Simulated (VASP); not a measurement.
# Convergence of energy and pressure with the k mesh for hexagonal Au in VASP (PBEsol, 400 eV)

Why can a finer k mesh seem to make the energy of a simple metal worse? For hexagonal gold the energy error changes sign between coarse meshes and grows again between two fairly dense ones. This matters wherever small energy differences decide a result, as between stackings of close-packed layers, which often differ by roughly 10 meV/atom or less, and wherever a cell is relaxed on its computed stress. We follow the energy per atom, the pressure and the processor time of single-point PBEsol runs at one fixed cell. Errors are measured against the 16×16×9 run, so they describe numerical convergence and not agreement with experiment. The crystal is not the ambient form of gold.

## Method

Single-point runs at fixed cell and atoms; within a crystal every other setting is the same. Program: VASP 6.6.1, plane waves and PAW (data sets made for PBE of release 64), scalar-relativistic without spin-orbit coupling, no spin polarisation. Cutoff 400 eV; on the k meshes the divisions times the cell-vector length are 8 Å or more. Occupations: Fermi-Dirac smearing of 0.05 eV. The coarsest mesh (3×3×2) is coarse for metals and narrow gaps. Times are rough, from shared x86 server processors.

Notes on method and selection:

- The reference is the densest mesh run, which need not be fully converged.
- Without a gap the mesh has to resolve the Fermi surface, so errors need not fall smoothly.
- Runs that did not converge, have known faults or may not be shown are not listed, and runs on Ansatz's PAW sets soft_1 and soft_2 are kept to separate tables.

Columns:

- k-mesh length (Å): k-mesh length, the least over the axes of divisions times cell-vector length.
- k points: irreducible k points.
- energy error (meV/atom): energy per atom, extrapolated to zero smearing as the program prints it, minus that of the run on the densest mesh of the same crystal.
- pressure error (GPa): pressure minus that of the run on the densest mesh of the same crystal, compression positive.
- cost (core-s): processor time of the run, shared machines, rough.

Input lines of one member:

```
PREC = Accurate
ENCUT = 400
EDIFF = 1E-06
NELM = 100
ISMEAR = -1
SIGMA = 0.05
LREAL = .FALSE.
ALGO = Normal
GGA = PS
NBANDS = 17
LASPH = .TRUE.
LORBIT = 11
ISIF = 2
```

Command (options for logging and memory left out): `vasp_std`

## Numbers

| member | k-mesh length (Å) | k points | energy error (meV/atom) | pressure error (GPa) | cost (core-s) | remark |
| --- | --- | --- | --- | --- | --- | --- |
| k 3×3×2 | 8.7 | 6 | −121.15 | −0.999 | 5.5 |  |
| k 4×4×2 | 9.8 | 8 | ? | ? | 5.2 |  |
| k 5×5×3 | 14.5 | 10 | ? | ? | 7.6 |  |
| k 6×6×3 | 14.6 | 14 | 74.68 | 0.423 | 7.4 |  |
| k 8×8×4 | 19.5 | 30 | 16.55 | 0.493 | 12 |  |
| k 11×11×6 | 29.3 | 64 | −7.30 | −0.095 | 34 |  |
| k 13×13×7 | 34.2 | 84 | −13.28 | −0.309 | 38 |  |
| k 16×16×9 | 43.9 | 150 | 0.00 | 0.000 | 68 | entry of the Crystallography Open Database; not the structure at ambient conditions |

Cells marked ? are withheld until the estimate has been made.

## Interpretation

The energy error runs from −121.15 meV/atom on 3×3×2 to +74.68 on 6×6×3, then to 16.55, −7.30 and −13.28. The step from 11×11×6 to 13×13×7 moves away from the reference by 13.28 − 7.30 = 5.98 meV/atom, so we take the energy as settled to about 10 meV/atom and not to 1. Pressure follows its own course: from 6×6×3 to 8×8×4 its error rises from 0.423 to 0.493 GPa while the energy error falls more than fourfold. Stress errors in the basal plane and along the axis partly cancel on several coarse meshes, so a small pressure error can hide larger ones in the stress.

The cause is the partly filled sp band. A mesh offers states in shells of equal energy, and the outermost occupied shell lies above or below the true Fermi level depending on the divisions. A smearing of 0.05 eV is too narrow to even this out on coarse meshes.

Free electrons show the effect. The mesh lengths give $a$ = 8.7 / 3 = 2.9 Å and $c$ = 43.9 / 9 = 4.88 Å, a cell for two atoms with one sp electron each. With $\hbar^2/2m_e$ = 3.81 eV Å² and $\pi^2$ = 9.87, the squared reciprocal lengths give the energies 3.81 × 16 × 9.87 / (3 × 2.9 × 2.9) = 23.85 eV in the basal plane and 3.81 × 4 × 9.87 / (4.88 × 4.88) = 6.316 eV along the axis. On an $n×n×m$ mesh the levels, in eV, are

$$\varepsilon = 23.85\,\frac{h^2+hk+k^2}{n^2} + 6.316\,\frac{l^2}{m^2}$$

with integer $h$, $k$, $l$. The energy per atom is the mean of the lowest $n^2m$ levels. Relative to 16×16×9 this gives −40, +45, 0, +3 and −1 meV/atom for the five other meshes shown. The count reproduces the signs on the two coarsest and the fact that their errors are by far the largest, though it makes them too small. It does not reproduce the small errors on the denser meshes.

Cost follows the number of k points once start-up no longer dominates: from 8×8×4 to 16×16×9 the points grow by 150 / 30 = 5.0 and the time by 68 / 12 = 5.7.

## Predicting the missing value

Plain estimates from the members shown:

- k 5×5×3, straight-line interpolation between k 3×3×2 and k 6×6×3: w = (14.5 − 8.7) / (14.6 − 8.7) = 0.983, so −121.15 + 0.983 × (74.68 − (−121.15)) = 71.36 meV/atom
- k 4×4×2, straight-line interpolation between k 3×3×2 and k 6×6×3: w = (9.8 − 8.7) / (14.6 − 8.7) = 0.186, so −121.15 + 0.186 × (74.68 − (−121.15)) = −84.64 meV/atom

Straight-line interpolation assumes a smooth error. Tried on 6×6×3 between its shown neighbours 3×3×2 and 8×8×4, it gives −46 meV/atom where the run gives +74.68. We therefore use the free-electron count.

For 4×4×2 the levels above the one at zero are 23.85 / 16 = 1.49, 6.316 / 4 = 1.58, 1.49 + 1.58 = 3.07, 3 × 23.85 / 16 = 4.47 and 4 × 23.85 / 16 = 5.96 eV. The 32 lowest give (2 × 1.58 + 6 × 1.49 + 12 × 3.07 + 6 × 4.47 + 5 × 5.96) / 32 = 3.299 eV. The same count on 16×16×9 gives about 3.2 eV, and the unrounded difference is an error of +86 meV/atom. For 5×5×3 we add up $h^2+hk+k^2$ and $l^2$ over the 75 lowest levels, grouped by the size of $l$: 48 + 96 + 24 = 168 and 38 × 1 + 18 × 4 = 110. The mean is (168 × 23.85 / 25 + 110 × 6.316 / 9) / 75 = 3.166 eV, an error of −47 meV/atom. The two meshes thus err in opposite directions.

The count gives errors that are too small on the coarse meshes, possibly because mixing with the 5d states widens the sp band of gold. A least-squares factor through zero over the five shown errors is (40 × 121.15 + 45 × 74.68 − 3 × 7.30 + 1 × 13.28) / (40 × 40 + 45 × 45 + 3 × 3 + 1 × 1) = 2.26. It leaves a typical miss of 24 meV/atom, against a scatter of 71 about their mean. The estimates are 2.26 × (−47) = −106 and 2.26 × 86 = 194 meV/atom.

The two coarsest shown meshes fix the factor almost alone. Refitted without 3×3×2 or without 6×6×3, it misses the omitted run by 55 and 61 meV/atom, and we take 60 as the standard deviation. Band gaps at the zone boundary, absent from the count, could lower the 4×4×2 value.

**Committed estimate, k 5×5×3: energy error = −110 ± 60 meV/atom.**  
**Committed estimate, k 4×4×2: energy error = 190 ± 60 meV/atom.**

## How the estimate fared

| member | k-mesh length (Å) | k points | energy error (meV/atom) | pressure error (GPa) | cost (core-s) |
| --- | --- | --- | --- | --- | --- |
| k 4×4×2 | 9.8 | 8 | 121.60 | 1.172 | 5.2 |
| k 5×5×3 | 14.5 | 10 | −75.25 | −0.526 | 7.6 |

| member | estimate | energy error (meV/atom) | computed | estimate − computed | miss in error bars |
| --- | --- | --- | --- | --- | --- |
| k 5×5×3 | committed | −110.00 | −75.25 | −34.75 | 0.6 |
| k 5×5×3 | interpolation | 71.36 | −75.25 | +146.61 |  |
| k 4×4×2 | committed | 190.00 | 121.60 | +68.40 | 1.1 |
| k 4×4×2 | interpolation | −84.64 | 121.60 | −206.24 |  |

The estimate for 5×5×3 lies inside its error bar, 34.75 meV/atom too low. That for 4×4×2 lies just outside, 68.40 too high. Both are much nearer than straight-line interpolation, which has the wrong sign each time.

The free-electron count was right about the signs, but the factor of 2.26 was a mistake. Without it the count gives −47 and +86 meV/atom, closer to the runs in both cases. The factor had been pulled up by 3×3×2, where the ratio of computed to counted error is 121.15 / 40 = 3.0; for the two new meshes it is 1.6 and 1.4.

The result supports uneven filling of the sp band as the main cause on coarse meshes. It also corrects our simple picture of the outermost shell. The Fermi level lies above that of the reference on both new meshes, yet their energy errors have opposite signs. The energy depends on how all the occupied shells are spaced, and the last one alone does not fix the sign.

## Outliers

The 3×3×2 run departs most from the free-electron count, lying 121.15 − 40 = 81 meV/atom below it. Band gaps at the zone boundary are an unlikely cause. In the count, the occupied boundary states of this mesh all lie on the face across the axis, where the bands of a hexagonal close-packed crystal stay degenerate without spin-orbit coupling. A wider sp band would enlarge the error with the right sign, but why it should do so most on this mesh remains open.

The pair 5×5×3 and 6×6×3 shows why mesh length is an unsafe label. Their lengths are 14.5 and 14.6 Å, yet their energies differ by 74.68 + 75.25 = 149.93 meV/atom. Both have three divisions along the axis, so the difference comes from the basal plane.

In pressure the odd member is 8×8×4, whose error is large for its energy error. Free-electron levels scale as $V^{-2/3}$, so an energy error $\Delta E$ per atom should bring a pressure error $\Delta p = 2\Delta E/3V$. With $V$ = 0.866 × 2.9² × 4.88 / 2 = 17.8 Å³ and 1 eV/Å³ = 160 GPa, this is 0.0060 GPa per meV/atom. It gives the right sign on all seven meshes. For 4×4×2 it gives 0.0060 × 121.60 = 0.73 GPa, where the run has 1.172. For 8×8×4 it gives only 0.10 GPa against 0.493, the largest ratio of the seven. Changes of the real bands with volume, which the formula leaves out, may account for the rest.

## Time and accuracy

Going from 3×3×2 to 8×8×4 raises the time from 5.5 to 12 core-s and cuts the size of the energy error from 121.15 to 16.55 meV/atom. This is the best bargain in the table. The next step, to 11×11×6, costs 34 / 12 = 2.8 times as much and brings the energy error to 7.30 meV/atom and the pressure error from 0.493 to 0.095 GPa. The 13×13×7 run takes about as long and lies farther from the reference in both quantities. For a two-atom cell even the densest run needs only 68 core-s, so there is little reason to save on the mesh here.

## What to take away

For this hexagonal cell with 0.05 eV Fermi-Dirac smearing, the energy error changes sign at each step from 3×3×2 to 6×6×3, so neighbouring coarse meshes cannot be interpolated. The unscaled free-electron count misses the seven errors by typically 38 meV/atom, against a scatter of 77 about their mean. It helps with the sign on the four coarsest meshes and is of no use on the denser ones, so the renewed growth of the error at 13×13×7 remains unexplained. Part of it may be an error of the 16×16×9 reference itself, which only a still denser mesh could show.

In practice, two stackings that differ by 5 meV/atom could not be ranked safely with 13×13×7, whose energy still differs from that of 16×16×9 by 13.28 meV/atom. Before a cell is relaxed, the separate stress components should be converged, because on 3×3×2 and 6×6×3 the error along the axis is several times that of the pressure.

Spin-orbit coupling, which is left out, splits the 5d bands by an electronvolt or more. Since these bands are filled, most of its effect on the energy should be common to all meshes and would not remove the errors seen here.

[Logs are printed without paths, hosts, clocks, repeated set-up lines and the standing remarks that a program may print on its own settings, such as how far it seeks lower states.]
